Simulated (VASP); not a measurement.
Runs of VASP 6.6.1 on Zr2F. The structure is cubic, space group Fm-3m (No. 225). The conventional cell has a = 6.081 Å, b = 6.081 Å, c = 6.081 Å, α = 90.00°, β = 90.00°, γ = 90.00°. Around Zr (site symmetry -43m) lie 4 F at 2.63 Å. Around F (site symmetry m-3m) lie 8 Zr at 2.63 Å. The cell was built by a generator and needn't be a form met in nature.

| task | level | potentials or basis | spin | cell | k mesh | cutoff (eV) | smearing | optimiser | gap on the mesh (eV) | pressure (GPa) | relaxed volume (Å³/atom) |
| --- | --- | --- | --- | --- | --- | --- | --- | --- | --- | --- | --- |
| relaxation of cell and atoms | PBE | VASP PAW PBE potentials, release 64 (Zr_sv, F) | off | relaxed | 8 × 8 × 8 | 600 | gaussian 0.05 eV | - | none | 0.1 | 18.67 |
| single point | PBE | VASP PAW PBE potentials, release 64 (Zr_sv, F) | off | as given | 8 × 8 × 8 | 520 | fermi-dirac 0.05 eV | - | none | -0.2 | - |
| relaxation of the atoms | PBEsol+D3(BJ) | VASP PAW PBE potentials, release 64 (Zr_sv, F) | SOC, no magnetisation | atoms relaxed | 6 × 6 × 6 | 520 | gaussian 0.05 eV | BFGSLineSearch | - | -7.6 | - |
| electron localisation function | r2SCAN | VASP PAW PBE potentials, release 64 (Zr_sv, F_s) | collinear, zero start | as given | 8 × 8 × 8 | 400 | gaussian 0.01 eV | - | none | -2.4 | - |
| relaxation of cell and atoms | PBEsol | VASP PAW PBE potentials, release 64 (Zr_sv, F) | off | relaxed | 8 × 8 × 8 | 600 | gaussian 0.05 eV | - | none | 0.0 | (b) |
| single point | vdW-DF | VASP PAW PBE potentials, release 64 (Zr_sv_GW, F_GW) | SOC, no magnetisation | as given | 6 × 6 × 6 | 600 | gaussian 0.05 eV | - | - | (a) | - |

Estimate the missing entries.

(a) 2.5; (b) 17.75.

Caveats: the PAW data sets were made with another functional, which shifts forces and pressure a little (some runs); an odd number of electrons without spin polarisation forces a metal (some runs); a magnetic or distorted state may lie lower (some runs); the relaxation stopped at its first step, so nothing moved (some runs); the cutoff is under 1.25 times the usual one of these potentials, so pressure, stress and relaxed cells hold a basis-set (Pulay) error (some runs).

A k mesh can miss the band edges, and rows without SOC leave out spin-orbit coupling on Zr.

A gap of «none» marks a metal or a gap under the smearing width.
